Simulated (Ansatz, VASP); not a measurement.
# Cross-check of Mg48H95 (V_H) between VASP and Ansatz, part 2 of 2

Wanted: the spread between two codes on one cell, functional and k mesh. The cell is taken from a series of runs on this material, whose earlier steps may have relaxed, scaled, displaced or heated it; both programs get it as it stands.

VASP 6.6.1 and Ansatz 0.2.0.

So far: The structure; Ansatz: single point, PBEsol.

## 3. VASP: single point, PBEsol

Level of this step: PBEsol; plane waves and PAW (Mg, H) (VASP).

The same cell, functional, mesh and smearing now go to VASP, with its own data sets.

Lines of VASP's logs that name or quote its potential files are left out, and so is its time.

Input file INCAR:

```
SYSTEM = Mg48H95
PREC = Accurate
ENCUT = 520
EDIFF = 1E-06
NELM = 120
ISMEAR = -1
SIGMA = 0.01
LREAL = Auto
ALGO = Normal
GGA = PS
NELECT = 190
NBANDS = 195
LORBIT = 11
LWAVE = .FALSE.
LCHARG = .FALSE.
ISIF = 2
LASPH = .TRUE.
GGA_COMPAT = .FALSE.
EFERMI = MIDGAP
```

Input file POSCAR:

```
Mg48H95
1.0
    0.0000000000      8.9543703058      6.0154813993
   13.4315554587      0.0000000000      9.0232220990
    8.9543703058      8.9543703058      0.0000000000
Mg H
48 95
Direct
    0.1268994708      0.0829834565      0.1242763333
    0.3796579166      0.2478548104      0.3739775900
[... 3 atom lines left out ...]
    0.3727266632      0.2546693602      0.8724383494
[... 2 atom lines left out ...]
    0.1248245248      0.4150680075      0.1258323621
    0.3759218711      0.5827627777      0.3729747570
    0.9939989156      0.3263457523      0.0079526224
[... 1 atom line left out ...]
    0.1251607777      0.4150793796      0.6258864935
    0.3763990805      0.5821334376      0.8768916034
[... 1 atom line left out ...]
    0.2039792980      0.5051582139      0.7687886816
[... 4 atom lines left out ...]
    0.1212847812      0.7525235735      0.6246281214
[... 12 atom lines left out ...]
    0.8694775828      0.5853241729      0.3760090938
    0.5011700522      0.3339835759      0.9991895979
    0.7487912220      0.4999122180      0.2496523779
    0.6591927643      0.3947748882      0.6236477318
[... 1 atom line left out ...]
    0.5006351030      0.3343286721      0.4981089829
    0.7496275565      0.4994379919      0.7510773913
    0.6275188013      0.7504921486      0.1231074277
[... 3 atom lines left out ...]
    0.6291581996      0.7492999564      0.6228884225
[... 1 atom line left out ...]
    0.4922033927      0.6980390832      0.4800730850
[... 8 atom lines left out ...]
    0.2790630227      0.3167949540      0.1186963803
[... 7 atom lines left out ...]
    0.2790670200      0.3162539980      0.6257996054
[... 9 atom lines left out ...]
    0.2579250588      0.4973169437      0.6011883057
    0.2162408457      0.3558676084      0.8752669126
[... 1 atom line left out ...]
    0.2575756628      0.4980529753      0.8939062168
    0.0004969834      0.4759334501      0.8917225523
    0.2856234641      0.6430334468      0.6241381785
[... 2 atom lines left out ...]
    0.2252552353      0.6832628789      0.3787805752
[... 2 atom lines left out ...]
    0.2590437750      0.8278942608      0.4029886821
[... 2 atom lines left out ...]
    0.0086272750      0.6597963207      0.8467533377
    0.2610662635      0.8262885832      0.5954289539
    0.2251407366      0.6822359256      0.8721428210
[... 1 atom line left out ...]
    0.0071684403      0.6610834060      0.6539556628
[... 18 atom lines left out ...]
    0.7972422248      0.3028987573      0.6224780626
[... 2 atom lines left out ...]
    0.7230598960      0.3517018593      0.3824134456
[... 2 atom lines left out ...]
    0.7330755879      0.5021166275      0.4106776928
    0.5268868853      0.4821068815      0.3718936641
    0.7781956123      0.6478242194      0.1242052760
    0.4981415098      0.3465927854      0.8362235281
    0.7345145486      0.5010128574      0.6026336611
    0.7237112661      0.3516145580      0.8678426579
[... 1 atom line left out ...]
    0.4970842028      0.3474654426      0.6449463942
[... 1 atom line left out ...]
    0.5274714704      0.4818228525      0.8766174641
    0.7789908561      0.6473886746      0.6238329238
    0.5052329444      0.6603585074      0.3554638577
[... 1 atom line left out ...]
    0.7169831065      0.6889145956      0.3750051541
[... 3 atom lines left out ...]
    0.5372796733      0.8334858700      0.3549618293
[... 5 atom lines left out ...]
    0.5050926680      0.6599751359      0.6485331892
[... 2 atom lines left out ...]
    0.7762590917      0.9823767787      0.6240553017
```

Input file KPOINTS:

```
Automatic mesh
0
Gamma
1 1 1
0 0 0
```

The projector-augmented-wave data sets are Mg and H (PBE family, release 64).

Started as:

```console
export OMP_NUM_THREADS=3
mpirun -np 1 vasp_gam
```

Numbers of over 12 decimals in the logs are rounded to 6 here.

Output:

```text
[banner, memory and clock lines left out]
running    1 mpi-ranks, on    1 nodes
[...]
Offloading initialized ...    1 GPUs detected
[...]
|                                                                             |
|               ----> ADVICE to this user running VASP <----                  |
|                                                                             |
|     You enforced a specific xc type in the INCAR file but a different       |
|     [... a line on the potential file left out ...]
|     I HOPE YOU KNOW WHAT YOU ARE DOING!                                     |
|                                                                             |

 LDA part: xc-table for (Slater+PW92), standard interpolation
 POSCAR, INCAR and KPOINTS ok, starting setup
[...]
entering main loop
       N       E                     dE             d eps       ncg     rms          rms(c)
DAV:   1     0.541471211013E+03    0.54147E+03   -0.71819E+04   390   0.817E+02
DAV:   2    -0.319734823773E+03   -0.86121E+03   -0.69076E+03   580   0.141E+02
DAV:   3    -0.447177301897E+03   -0.12744E+03   -0.12509E+03   468   0.487E+01
DAV:   4    -0.450674700710E+03   -0.34974E+01   -0.34921E+01   468   0.882E+00
DAV:   5    -0.450691818907E+03   -0.17118E-01   -0.17117E-01   476   0.723E-01BRMIX: very serious problems
 the old and the new charge density differ
 old charge density:   191.00000 new  190.00000
    0.297E+01
DAV:   6    -0.430388740900E+03    0.20303E+02   -0.11268E+01   452   0.464E+00    0.153E+01
DAV:   7    -0.423017315002E+03    0.73714E+01   -0.15556E+01   436   0.570E+00    0.223E+00
DAV:   8    -0.423146003772E+03   -0.12869E+00   -0.41132E-01   444   0.108E+00    0.591E-01
DAV:   9    -0.423138265035E+03    0.77387E-02   -0.42069E-02   476   0.318E-01    0.206E-01
[...]
DAV:  13    -0.423138398787E+03   -0.51272E-05   -0.20149E-05   452   0.142E-02    0.643E-03
DAV:  14    -0.423138404928E+03   -0.61413E-05   -0.31575E-05   452   0.880E-03    0.261E-03
DAV:  15    -0.423138405113E+03   -0.18520E-06   -0.12019E-06   316   0.212E-03
   1 F= -.42313841E+03 E0= -.42313841E+03  d E =0.000000E+00
```

From OUTCAR (step 3):

```text
  FREE ENERGIE OF THE ION-ELECTRON SYSTEM (eV)
  ---------------------------------------------------
  free  energy   TOTEN  =      -423.1384051131 eV

  energy  without entropy=     -423.1384051131  energy(sigma->0) =     -423.13840511
```

The run ends at a pressure of -0.59 GPa, with forces up to 0.69 eV/Å.

## 4. Side by side

Known differences besides the potentials themselves: the cutoff is 420 eV in Ansatz and 520 eV in VASP (PREC = Accurate, projectors in real space); Ansatz makes its cores anew for this functional, VASP keeps those of its PBE data sets. Total energies have different zeros and are not compared.

Compared:

| quantity | Ansatz | VASP | difference |
| --- | --- | --- | --- |
| gap on the k mesh (eV) | 3.639 | 3.639 | -0.001 |

Forces on 9 of the 143 atoms, those with the largest forces and the largest differences (eV/Å; atoms numbered as in POSCAR):

| atom | Ansatz x, y, z | VASP x, y, z |
| --- | --- | --- |
| Mg6 | 0.053, -0.052, 0.165 | 0.053, -0.051, 0.164 |
| Mg15 | 0.036, -0.036, 0.011 | 0.037, -0.038, 0.008 |
| Mg16 | -0.213, 0.221, 0.458 | -0.213, 0.221, 0.458 |
| Mg21 | -0.124, 0.122, -0.014 | -0.125, 0.123, -0.014 |
| Mg37 | 0.493, -0.485, -0.001 | 0.495, -0.486, -0.002 |
| Mg47 | -0.223, 0.234, -0.473 | -0.224, 0.233, -0.473 |
| H79 | 0.142, -0.145, 0.003 | 0.143, -0.146, 0.003 |
| H111 | -0.126, 0.124, -0.011 | -0.131, 0.130, -0.011 |
| H134 | 0.045, -0.046, 0.094 | 0.047, -0.047, 0.097 |

The forces differ by 0.8 meV/Å r.m.s., which is 1.2 % of the r.m.s. force of 0.065 eV/Å (both taken over all components). A gap on the mesh is an upper bound, since the band edges may lie between its points. The cell carries a charge of +1 e against a uniform background, so its pressure also hangs on how the neutralising background is counted, and in a defect's cell a gap may be the spacing between its levels.

## 5. What came out

```json
{
 "r.m.s. force difference (single point, PBEsol)": "0.76 meV/Å"
}
```

In words: The r.m.s. force difference is 0.76 meV/Å (single point, PBEsol), within the 12 meV/Å picked in this series as the mark of a large difference. The data sets hold unlike numbers of valence electrons (574 in Ansatz and 190 in VASP), so part of the differences comes from the potentials. Such differences can come from data sets, numerical settings and the points named under the comparisons, not from the functional's error against experiment.

[Lines on the potential files, build, host, timing and source positions are cut from VASP's logs without a mark.]

[Logs are printed without paths, hosts, clocks, repeated set-up lines and the standing remarks that a program may print on its own settings, such as how far it seeks lower states.]

[Hosts, paths, dates, database ids (printed as entryN), source tags and the programs' standing remarks are cut or masked in the printed files.]
